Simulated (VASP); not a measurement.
Consider the following.

```yaml
crystal:
  lattice:
    - [1.44803, -2.50806, 0.00000]
    - [1.44803, 2.50806, 0.00000]
    - [0.00000, 0.00000, 4.58617]
  atoms:
    - { symbol: Ti, position: [0.33333, 0.66667, 0.25000] }
    - { symbol: Ti, position: [0.66667, 0.33333, 0.75000] }
```

Method: revPBE GGA, VASP's PBE PAW potentials (set 64) (plane waves; VASP). Settings: 520 eV cut-off, 14×14×8 Γ-centred mesh, first-order Methfessel-Paxton smearing of 0.10 eV, potentials Ti_sv.

### Question
Give the stress tensor in GPa (positive for a compressed cell).

### Answer

```
7.29  0.00  0.00
0.00  7.29  0.00
0.00  0.00  7.39
```
The pressure is its mean diagonal, 7.32 GPa.

The compound is Ti in the hcp structure. This cell is one point of a volume scan, at 0.94 of the reference volume.
